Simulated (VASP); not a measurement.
# CeC (Fm-3m) in VASP: reference runs, part 3 of 3

VASP 6.6.1.

## Step 8: Equation of state, PBE, collinear spin, ferromagnetic start, 18.20 Å³/atom (volume scaled by 1.04)

Input file INCAR:

```
SYSTEM = CeC
PREC = Accurate ; ENCUT = 520
EDIFF = 1E-7 ; ISMEAR = -1
SIGMA = 0.05 ; LREAL = .FALSE.
LASPH = .TRUE. ; NELM = 100
ALGO = Normal ; ISIF = 2
LWAVE = .FALSE. ; LCHARG = .FALSE.
ISPIN = 2 ; MAGMOM = 1 0
LORBIT = 11 ; LMAXMIX = 6
GGA = PE ; NBANDS = 19
```

Input file KPOINTS:

```
regular mesh
0
G
  9 9 9
  0 0 0
```

Input file POSCAR:

```
CeC
1.0
    0.0000000000      2.6302317203      2.6302317203
    2.6302317203      0.0000000000      2.6302317203
    2.6302317203      2.6302317203      0.0000000000
Ce C
1 1
Direct
    0.0000000000      0.0000000000      0.0000000000
    0.5000000000      0.5000000000      0.5000000000
```

Potentials or basis: VASP PAW PBE potentials, release 64 (Ce, C).

Launch:

```sh
> cat potpaw_PBE.64/Ce/POTCAR potpaw_PBE.64/C/POTCAR > POTCAR
> mpirun -np 1 vasp_std > vasp.out
```

OUTCAR:

```text
SYSTEM = CeC
   PREC = Accurate
   ENCUT = 520
   EDIFF = 1E-7
   ISMEAR = -1
   LREAL = .FALSE.
   LASPH = .TRUE.
   NELM = 100
   ISIF = 2
   ISPIN = 2
   LORBIT = 11
   GGA = PE

 Found     35 irreducible k-points:

 Following reciprocal coordinates:
            Coordinates               Weight
  0.000000  0.000000  0.000000      1.000000
  0.111111  0.000000  0.000000      8.000000
  0.222222  0.000000  0.000000      8.000000
  0.333333  0.000000  0.000000      8.000000
  0.444444  0.000000  0.000000      8.000000
  0.111111  0.111111  0.000000      6.000000
   k-points           NKPTS =     35   k-points in BZ     NKDIM =     35   number of bands    NBANDS=     19
   number of dos      NEDOS =    301   number of ions     NIONS =      2
   total plane-waves  NPLWV =  21952
   dimension x,y,z NGX =    28 NGY =   28 NGZ =   28
   dimension x,y,z NGXF=    56 NGYF=   56 NGZF=   56
   ions per type =               1   1
   NGX,Y,Z   is equivalent  to a cutoff of  12.51, 12.51, 12.51 a.u.
   NGXF,Y,Z  is equivalent  to a cutoff of  25.03, 25.03, 25.03 a.u.
 SYSTEM =  CeC
   PREC   = accura    normal or accurate (medium, high low for compatibility)
   ISTART =      0    job   : 0-new  1-cont  2-samecut
   ICHARG =      2    charge: 1-file 2-atom 10-const
   ISPIN  =      2    spin polarized calculation?
   LNONCOLLINEAR =      F non collinear calculations
   LSORBIT =      F    spin-orbit coupling
   LASPH  =      T    aspherical Exc in radial PAW
   ENCUT  =  520.0 eV  38.22 Ry    6.18 a.u.   6.92  6.92  6.92*2*pi/ulx,y,z
   NELM   =    100;   NELMIN=  2; NELMDL= -5     # of ELM steps
   EDIFF  = 0.1E-06   stopping-criterion for ELM
   LREAL  =      F    real-space projection
   EDIFFG = 0.1E-05   stopping-criterion for IOM
   NSW    =      0    number of steps for IOM
   IBRION =     -1    ionic relax: 0-MD 1-quasi-New 2-CG
   NFREE  =      0    steps in history (QN), initial steepest desc. (CG)
   ISIF   =      2    stress and relaxation
   ISYM   =      2    0-nonsym 1-usesym 2-fastsym
   POTIM  = 0.5000    time-step for ionic-motion
   TEBEG  =    0.0;   TEEND  =   0.0 temperature during run
   PSTRESS=    0.0 pullay stress
   NELECT =      16.0000    total number of electrons
   NUPDOWN=      -1.0000    fix difference up-down
   EMIN   =  10.00;   EMAX   =-10.00  energy-range for DOS
   EFERMI =   0.00;   METHOD = LEGACY
[... 38 lines left out ...]
 cond. band min:       6.9986691765   @ k =  -0.3333   0.4444   0.1111
 fundamental gap:      0.0568971027
 Fermi energy:         6.9818508977

 spin component 1

 k-point     1 :       0.0000    0.0000    0.0000
  band No.  band energies     occupation
      1     -27.0235      1.00000
      2      -9.0888      1.00000
      3      -9.0888      1.00000
      4      -9.0888      1.00000
      5      -2.0415      1.00000
      6       6.4085      0.99999
[... 109 lines left out ...]
      6       5.8532      1.00000
[... 11 lines left out ...]
     18      10.6585      0.00000
     19      11.4204      0.00000

 [... further k-points ...]

 spin component 2

 k-point     1 :       0.0000    0.0000    0.0000
  band No.  band energies     occupation
      1     -27.0235      1.00000
      2      -9.0888      1.00000
      3      -9.0888      1.00000
      4      -9.0888      1.00000
      5      -2.0415      1.00000
      6       6.4085      0.99999
[... 109 lines left out ...]
      6       5.8532      1.00000
[... 11 lines left out ...]
     18      10.6585      0.00000
     19      11.4204      0.00000

 [... further k-points ...]

------------------------ aborting loop because EDIFF is reached ----------------------------------------

  FORCE on cell =-STRESS in cart. coord.  units (eV):
  Direction    XX          YY          ZZ          XY          YZ          ZX
  --------------------------------------------------------------------------------------
  -------------------------------------------------------------------------------------
  Total       -0.9660297     -0.9660297     -0.9660297      0.0000000     -0.0000000      0.0000000
  in kB      -42.5293766    -42.5293766    -42.5293766      0.0000000     -0.0000000      0.0000000
  external PRESSURE =     -42.5293766 kB  Pullay stress =       0.0000000 kB

 VOLUME and BASIS-vectors are now :
 -----------------------------------------------------------------------------
  energy-cutoff  :      520.00
  volume of cell :       36.39
      direct lattice vectors                 reciprocal lattice vectors
     0.000000000  2.630231720  2.630231720    -0.190097320  0.190097320  0.190097320
     2.630231720  0.000000000  2.630231720     0.190097320 -0.190097320  0.190097320
     2.630231720  2.630231720  0.000000000     0.190097320  0.190097320 -0.190097320

 POSITION                                       TOTAL-FORCE (eV/Angst)
 -----------------------------------------------------------------------------------
      0.00000      0.00000      0.00000         0.000000     -0.000000     -0.000000
      2.63023      2.63023      2.63023         0.000000      0.000000      0.000000
 -----------------------------------------------------------------------------------
    total drift:                                0.000000      0.000000      0.000000

  FREE ENERGIE OF THE ION-ELECTRON SYSTEM (eV)
  ---------------------------------------------------
  free  energy   TOTEN  =       -15.2518198375 eV

  energy  without entropy=      -15.2373622280  energy(sigma->0) =      -15.24459103

 total charge

# of ion       s       p       d       f       tot
--------------------------------------------------
    1        2.038   5.743   0.961   0.863   9.604
    2        0.908   1.346   0.000   0.000   2.254
--------------------------------------------------
tot          2.946   7.089   0.961   0.863  11.859

 magnetization (x)

# of ion       s       p       d       f       tot
--------------------------------------------------
    1        0.000  -0.000  -0.000  -0.000  -0.000
    2        0.000   0.000   0.000   0.000   0.000
--------------------------------------------------
tot          0.000   0.000  -0.000  -0.000  -0.000
```

OSZICAR:

```text
N       E                     dE             d eps       ncg     rms          rms(c)
DAV:   1     0.117011150968E+03    0.11701E+03   -0.64560E+03  2748   0.102E+03
[... 15 lines left out ...]
DAV:  17    -0.152519814487E+02    0.89548E-03   -0.24464E-03  3629   0.610E-01    0.228E-01
DAV:  18    -0.152518559037E+02    0.12554E-03   -0.27353E-04  3923   0.154E-01    0.107E-01
DAV:  19    -0.152518293098E+02    0.26594E-04   -0.40763E-05  3654   0.843E-02    0.366E-02
DAV:  20    -0.152518229221E+02    0.63877E-05   -0.18424E-05  4309   0.404E-02    0.132E-02
DAV:  21    -0.152518207269E+02    0.21952E-05   -0.65111E-06  3588   0.279E-02    0.146E-02
DAV:  22    -0.152518198835E+02    0.84338E-06   -0.13403E-06  3376   0.146E-02    0.577E-03
DAV:  23    -0.152518198375E+02    0.45986E-07   -0.24682E-07  3444   0.605E-03
   1 F= -.15251820E+02 E0= -.15244591E+02  d E =-.144576E-01  mag=    -0.0000
```

stdout:

```text
POSCAR found type information on POSCAR CeC
 POSCAR found :  2 types and       2 ions
 scaLAPACK will be used
 LDA part: xc-table for (Slater+PW92), standard interpolation
 POSCAR, INCAR and KPOINTS ok, starting setup
 FFT: planning ... GRIDC
 FFT: planning ... GRID_SOFT
 FFT: planning ... GRID
 WAVECAR not read
 entering main loop
```

Run time: 56 s. Hardware: 1 thread of AMD EPYC 9R45 (Zen 5), shared host; peak memory 0.18 GiB.

Results:

```yaml
Free_energy: -15.2518 eV
Pressure: -4.3 GPa
Band_gap_on_the_k_mesh: none (metal or under the smearing width)
Net_moment: 0.00 μB per cell
Valence_electrons_inside_the_program's_atomic_spheres: Ce 9.60; C 2.25
```

Caveat: the magnetic or orbital state may not be the lowest; spin-orbit coupling is left out, which moves the levels of the heavy elements; without U or exact exchange the open f shell lies at the Fermi level, which spoils levels, moments and volumes.

## Step 9: Equation of state, PBE, collinear spin, ferromagnetic start, 18.55 Å³/atom (volume scaled by 1.06)

Input file INCAR:

```
SYSTEM = CeC
PREC     = Accurate       ! precision mode
ENCUT    = 520            ! plane-wave cutoff, eV
EDIFF    = 1E-7           ! SCF threshold, eV
ISMEAR   = -1             ! smearing method
SIGMA    = 0.05           ! smearing width, eV
LREAL    = .FALSE.        ! projectors in reciprocal space
LASPH    = .TRUE.         ! aspherical terms in the spheres
NELM     = 120            ! most SCF steps
ALGO     = Normal         ! electronic algorithm
ISIF     = 2              ! what is computed and relaxed
LWAVE    = .FALSE.        ! write WAVECAR
LCHARG   = .FALSE.        ! write CHGCAR
ISPIN    = 2              ! spin polarisation
MAGMOM   = 1 0            ! initial moments
LORBIT   = 11             ! projections on sites
LMAXMIX  = 6              ! l up to which the mixer works
GGA      = PE             ! functional
NBANDS   = 19             ! bands
```

Input file KPOINTS:

```
Automatic mesh
0
G
  9 9 9
  0 0 0
```

Input file POSCAR:

```
CeC
1.0
    0.0000000000      2.6469852403      2.6469852403
    2.6469852403      0.0000000000      2.6469852403
    2.6469852403      2.6469852403      0.0000000000
Ce C
1 1
Direct
    0.0000000000      0.0000000000      0.0000000000
    0.5000000000      0.5000000000      0.5000000000
```

Potentials or basis: VASP PAW PBE potentials, release 64 (Ce, C).

Launch:

```sh
> cat potpaw_PBE.64/Ce/POTCAR potpaw_PBE.64/C/POTCAR > POTCAR
> mpirun -np 1 vasp_std > vasp.out
```

Wall time 60 s (1 thread of AMD EPYC 9R45 (Zen 5), shared host); peak memory 0.19 GiB.

Results (log left out):

```
Free energy                                           : -15.2302 eV
Pressure                                              : -5.9 GPa
Band gap on the k mesh                                : none (metal or under the smearing width)
Net moment                                            : 0.00 μB per cell
Valence electrons inside the program's atomic spheres : Ce 9.58; C 2.25
```

Caveat: the magnetic or orbital state may not be the lowest; spin-orbit coupling is left out, which moves the levels of the heavy elements; without U or exact exchange the open f shell lies at the Fermi level, which spoils levels, moments and volumes.

## Step 10: Equation of state, PBE, collinear spin, ferromagnetic start

This step only gathers the single runs of the series.

What came out:

* Equilibrium volume: 17.49 Å³/atom
* Bulk modulus: 113 GPa
* Pressure derivative of the bulk modulus: 4.4

Energy against volume, from the lowest point:
```tsv
volume (Å³/atom)	energy (meV/atom)
16.447	24.64
16.797	10.51
17.146	2.52
17.496	0.00
17.846	2.45
18.196	9.27
18.546	20.09
```

Caveat: the magnetic or orbital state may not be the lowest; spin-orbit coupling is left out, which moves the levels of the heavy elements; without U or exact exchange the open f shell lies at the Fermi level, which spoils levels, moments and volumes. The state reached can hang on the start; a lower one may exist.

## Step 11: Summary

| task | cell | gap on the mesh (eV) | pressure (GPa) | moment (μB) |
| --- | --- | --- | --- | --- |
| single point | as given | none | -0.2 | 0.00 |
| single point | atoms moved at random, drawn with an rms of 0.05 Å | none | -0.1 | 0.00 |
| equation of state | as given | - | - | - |

Alike in all rows: level PBE; potentials or basis VASP PAW PBE potentials, release 64 (Ce, C); spin collinear, ferromagnetic start; k mesh 9 × 9 × 9; cutoff (eV) 520; smearing fermi-dirac 0.05 eV.

Caveats: the magnetic or orbital state may not be the lowest; spin-orbit coupling is left out, which moves the levels of the heavy elements; without U or exact exchange the open f shell lies at the Fermi level, which spoils levels, moments and volumes.

Total energies depend on the potentials used, so only differences within one code and one set of settings carry meaning.
